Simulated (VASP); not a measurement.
OSZICAR of a VASP run on K3LiCl4 (ordered alloy cell):

**OSZICAR**
```
       N       E                     dE             d eps       ncg     rms          rms(c)
DAV:   1     0.475227438874E+03    0.47523E+03   -0.26021E+04  2516   0.153E+03
DAV:   2     0.140302818235E+02   -0.46120E+03   -0.45496E+03  3278   0.380E+02
DAV:   3    -0.274860997883E+02   -0.41516E+02   -0.41451E+02  3312   0.106E+02
DAV:   4    -0.289683289893E+02   -0.14822E+01   -0.14796E+01  4296   0.211E+01
DAV:   5    -0.290449892473E+02   -0.76660E-01   -0.76650E-01  3696   0.308E+00    0.697E+00
DAV:   6    -0.282196709971E+02    0.82532E+00   -0.19669E+00  2956   0.530E+00    0.546E+00
DAV:   7    -0.281667144677E+02    0.52957E-01   -0.64014E-01  3458   0.307E+00    0.313E+00
DAV:   8    -0.281950367867E+02   -0.28322E-01   -0.11679E-01  3190   0.186E+00    0.651E-01
DAV:   9    -0.281947387808E+02    0.29801E-03   -0.15761E-02  3592   0.535E-01    0.198E-01
DAV:  10    -0.281971209112E+02   -0.23821E-02   -0.29808E-03  2770   0.276E-01    0.623E-02
DAV:  11    -0.281974235227E+02   -0.30261E-03   -0.51818E-04  3312   0.114E-01    0.212E-02
DAV:  12    -0.281974430554E+02   -0.19533E-04   -0.59932E-05  3590   0.384E-02    0.728E-03
DAV:  13    -0.281974486736E+02   -0.56181E-05   -0.91925E-06  3350   0.152E-02    0.454E-03
DAV:  14    -0.281974495240E+02   -0.85046E-06   -0.23451E-06  3190   0.793E-03    0.178E-03
DAV:  15    -0.281974495883E+02   -0.64272E-07   -0.29626E-07  2882   0.294E-03
   1 F= -.28197450E+02 E0= -.28197450E+02  d E =0.000000E+00
```

Task: Which electronic solver shows in the log?

Result: It is blocked Davidson (ALGO = Normal, or the opening steps of other solvers). The INCAR had ALGO = Normal.

Task: Can the final energy be trusted as converged?

Result: The calculation finished and met its thresholds. It stopped with EDIFF = 1E-7, NELM = 100 (PBEsol GGA, plane waves, VASP's PBE PAW potentials (set 64)).

The structure was generated: K3LiCl4 was put into an ordered model structure (Cmmm), which need not be its known phase. It was relaxed first.
